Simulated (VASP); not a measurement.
Data:

```
CELL_PARAMETERS angstrom
      0.00000     2.54125     2.54125
      2.54125     0.00000     2.54125
      2.54125     2.54125     0.00000
ATOMIC_POSITIONS crystal
  Zr 0.00000 0.00000 0.00000
  O  0.25000 0.25000 0.25000
  O  0.75000 0.75000 0.75000
```

These are r2SCAN+rVV10, VASP's PBE PAW potentials (set 64) (plane waves; VASP 6.6.1) values and carry that method's errors. Run with 520 eV cut-off, 8×8×8 Γ-centred mesh, tetrahedra with Blöchl corrections, potentials Zr_sv O.

Task: Give the energies of bands 7 to 15 at the high-symmetry points, in eV from the valence-band maximum.

Result: 
```tsv
band	Γ	X	U	L	W
7	-5.35	-6.03	-5.42	-4.30	-4.84
8	-5.35	-3.24	-3.70	-4.30	-4.75
9	-5.35	-3.24	-3.15	-2.62	-2.44
10	-0.55	-1.53	-2.24	-2.51	-2.44
11	-0.55	-1.53	-1.23	-1.69	-1.38
12	-0.55	0.00	-0.34	-1.69	-0.21
13	3.87	4.26	4.49	4.50	4.90
14	3.87	5.27	5.27	4.50	5.11
15	7.10	6.43	6.75	6.67	6.87
```

The gap is indirect, 3.87 eV, from the valence maximum at X to the conduction minimum at Γ.

The compound is ZrO2 in the fluorite structure, the high-temperature cubic form, which is unstable at 0 K; the monoclinic form is the stable one. It was relaxed first.
